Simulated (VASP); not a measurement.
Output of a VASP run:

OUTCAR:
```
 ion  position               nearest neighbor table
   1  0.000  0.000  0.000-   2 2.50   3 2.50   3 2.50   2 2.50   3 2.50   2 2.50
   2  0.333  0.667  0.265-   1 2.50   1 2.50   1 2.50
   3  0.667  0.333  0.735-   1 2.50   1 2.50   1 2.50
  LATTYP: Found a hexagonal cell.
 ALAT       =     3.7423824201
 C/A-ratio  =     1.2729987604
 Subroutine PRICEL returns:
 Original cell was already a primitive cell.
 Subroutine GETGRP returns: Found 12 space group operations
The static configuration has the point symmetry D_3d.
The dynamic configuration has the point symmetry D_3d.
 Subroutine INISYM returns: Found 12 space group operations
 Subroutine IBZKPT returns following result:
 Found     69 irreducible k-points:

 Following reciprocal coordinates:
            Coordinates               Weight
  0.000000  0.000000  0.000000      1.000000
  0.111111  0.000000  0.000000      6.000000
  0.222222  0.000000  0.000000      6.000000
  0.333333  0.000000  0.000000      6.000000
  0.444444  0.000000  0.000000      6.000000
  0.111111  0.111111  0.000000      6.000000
  0.222222  0.111111  0.000000     12.000000
  0.333333  0.111111  0.000000     12.000000
  0.444444  0.111111  0.000000      6.000000
  0.222222  0.222222  0.000000      6.000000
  0.333333  0.222222  0.000000     12.000000
  0.333333  0.333333  0.000000      2.000000
  0.000000  0.000000  0.142857      2.000000
  0.111111  0.000000  0.142857      6.000000
  0.000000  0.111111  0.142857      6.000000
  0.222222  0.000000  0.142857      6.000000
  0.000000  0.222222  0.142857      6.000000
  0.333333  0.000000  0.142857      6.000000
  0.000000  0.333333  0.142857      6.000000
  0.444444  0.000000  0.142857      6.000000
  0.000000  0.444444  0.142857      6.000000
  0.111111  0.111111  0.142857     12.000000
  0.222222  0.111111  0.142857     12.000000
 -0.111111  0.333333  0.142857     12.000000
  0.333333  0.111111  0.142857     12.000000
 -0.111111  0.444444  0.142857     12.000000
  0.444444  0.111111  0.142857     12.000000
  0.222222  0.222222  0.142857     12.000000
  0.333333  0.222222  0.142857     12.000000
 -0.222222 -0.444444  0.142857     12.000000
  0.333333  0.333333  0.142857      4.000000
  0.000000  0.000000  0.285714      2.000000
  0.111111  0.000000  0.285714      6.000000
  0.000000  0.111111  0.285714      6.000000
  0.222222  0.000000  0.285714      6.000000
  0.000000  0.222222  0.285714      6.000000
  0.333333  0.000000  0.285714      6.000000
  0.000000  0.333333  0.285714      6.000000
  0.444444  0.000000  0.285714      6.000000
  0.000000  0.444444  0.285714      6.000000
   k-points           NKPTS =     69   k-points in BZ     NKDIM =     69   number of bands    NBANDS=     15
   number of dos      NEDOS =    301   number of ions     NIONS =      3
   total plane-waves  NPLWV =  28224
   dimension x,y,z NGX =    28 NGY =   28 NGZ =   36
   dimension x,y,z NGXF=    56 NGYF=   56 NGZF=   72
   ions per type =               1   2
   PREC   = accura    normal or accurate (medium, high low for compatibility)
   ISTART =      0    job   : 0-new  1-cont  2-samecut
   ICHARG =      2    charge: 1-file 2-atom 10-const
   ISPIN  =      1    spin polarized calculation?
   LNONCOLLINEAR =      F non collinear calculations
   LSORBIT =      F    spin-orbit coupling
   INIWAV =      1    electr: 0-lowe 1-rand  2-diag
   ENCUT  =  500.0 eV  36.75 Ry    6.06 a.u.   6.82  6.82  8.69*2*pi/ulx,y,z
   NELM   =    100;   NELMIN=  2; NELMDL= -5     # of ELM steps
   EDIFF  = 0.1E-05   stopping-criterion for ELM
   LREAL  =      F    real-space projection
   NLSPLINE    = F    spline interpolate recip. space projectors
   LMAXMIX     =    6 max onsite mixed and CHGCAR
   VOSKOWN=      0    Vosko Wilk Nusair interpolation
   EDIFFG = -.2E-01   stopping-criterion for IOM
   NSW    =     40    number of steps for IOM
...
```

**OSZICAR**
```
       N       E                     dE             d eps       ncg     rms          rms(c)
DAV:   1     0.111392301874E+03    0.11139E+03   -0.10052E+04  2086   0.125E+03
DAV:   2    -0.131442648127E+02   -0.12454E+03   -0.12191E+03  2672   0.240E+02
DAV:   3    -0.178542729506E+02   -0.47100E+01   -0.46881E+01  2490   0.489E+01
DAV:   4    -0.178879974030E+02   -0.33724E-01   -0.33719E-01  2602   0.458E+00
DAV:   5    -0.178883544025E+02   -0.35700E-03   -0.35699E-03  2560   0.433E-01    0.133E+01
DAV:   6    -0.173178751820E+02    0.57048E+00   -0.48347E+00  2112   0.215E+01    0.805E+00
DAV:   7    -0.171250171038E+02    0.19286E+00   -0.91805E-01  2112   0.104E+01    0.395E+00
DAV:   8    -0.170943541522E+02    0.30663E-01   -0.68568E-02  2301   0.199E+00    0.826E-01
DAV:   9    -0.170907345432E+02    0.36196E-02   -0.89593E-03  2322   0.975E-01    0.191E-01
DAV:  10    -0.170907293042E+02    0.52390E-05   -0.13161E-03  2371   0.265E-01    0.400E-02
DAV:  11    -0.170907267586E+02    0.25456E-05   -0.40978E-05  2476   0.566E-02    0.260E-02
DAV:  12    -0.170907262171E+02    0.54152E-06   -0.42861E-06  2301   0.140E-02
   1 F= -.17090726E+02 E0= -.17090743E+02  d E =-.170907E+02
```

**OUTCAR**
```
------------------------ aborting loop because EDIFF is reached ----------------------------------------
  FORCE on cell =-STRESS in cart. coord.  units (eV):
  Direction    XX          YY          ZZ          XY          YZ          ZX
  --------------------------------------------------------------------------------------
  Total        0.0470283      0.0470283      0.0149912     -0.0000000     -0.0000000      0.0000000
  in kB        1.3039670      1.3039672      0.4156656     -0.0000000     -0.0000000      0.0000000
  external PRESSURE =       1.0078666 kB  Pullay stress =       0.0000000 kB
  volume of cell :       57.78
      direct lattice vectors                 reciprocal lattice vectors
     1.871191103 -3.240998308  0.000000000     0.267209479 -0.154273453  0.000000000
     1.871191103  3.240998308  0.000000000     0.267209479  0.154273453  0.000000000
     0.000000000  0.000000000  4.764048182     0.000000000  0.000000000  0.209905518
 POSITION                                       TOTAL-FORCE (eV/Angst)
 -----------------------------------------------------------------------------------
      0.00000      0.00000      0.00000        -0.000000      0.000000      0.000000
      1.87119      1.08033      1.26437         0.000000      0.000000     -0.011589
      1.87119     -1.08033      3.49968         0.000000     -0.000000      0.011589
 -----------------------------------------------------------------------------------
    total drift:                               -0.000000      0.000000      0.000000
  FREE ENERGIE OF THE ION-ELECTRON SYSTEM (eV)
  ---------------------------------------------------
  free  energy   TOTEN  =       -17.0907262171 eV

  energy  without entropy=      -17.0907755189  energy(sigma->0) =      -17.09074265

 reached required accuracy - stopping structural energy minimisation
```
(Selected blocks of OUTCAR.)

### POSCAR
```
PtSe2
1
    1.8711911035    -3.2409983080    -0.0000000000
    1.8711911035     3.2409983080     0.0000000000
    0.0000000000     0.0000000000     4.7640481817
Pt Se
1 2
Direct
  0.0000000000   0.0000000000   0.0000000000
  0.3333330000   0.6666670000   0.2653972327
  0.6666670000   0.3333330000   0.7346027673
```

Problem. Write an INCAR and KPOINTS that could have produced this output.

Solution. This is not unique; one that fits is the input of the run itself, LDA (Ceperley-Alder, Perdew-Zunger), plane waves, VASP's LDA PAW potentials (set 64).

### INCAR
```
ALGO=Normal
EDIFF=1E-6
EDIFFG=-0.02
ENCUT=500
IBRION=2
ISIF=3
ISMEAR=1
LASPH=T
LCHARG=F
LMAXMIX=6
LREAL=F
LWAVE=F
NELM=100
NSW=40
PREC=Accurate
SIGMA=0.1
SYSTEM=PtSe2
```

KPOINTS:
```
Automatic
0
gamma
  9 9 7
```

POTCAR, in this order: Pt Se (LDA.64 set). Program: vasp_std.

The compound is PtSe2 in the 1T layered structure. It was relaxed first, which changed the volume by -6 %.
